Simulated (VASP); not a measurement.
Data:

```yaml
crystal:
  lattice:
    - [-1.62542, 1.62542, 1.62542]
    - [1.62542, -1.62542, 1.62542]
    - [1.62542, 1.62542, -1.62542]
  atoms:
    - { symbol: Ta, position: [0.00000, 0.00000, 0.00000] }
```

All values below come from PBEsol GGA, VASP's PBE PAW potentials (set 64) (plane waves; VASP 6.6.1). Settings: 520 eV cut-off, 16×16×16 Γ-centred mesh, first-order Methfessel-Paxton smearing of 0.10 eV, potentials Ta_pv.

Task: Give the stress tensor in GPa (positive for a compressed cell).

Result: 
```
6.32  0.00  0.00
0.00  6.32  0.00
0.00  0.00  6.32
```
The pressure is its mean diagonal, 6.32 GPa.

The compound is Ta in the bcc structure. This cell is one point of a volume scan, at 0.97 of the reference volume.
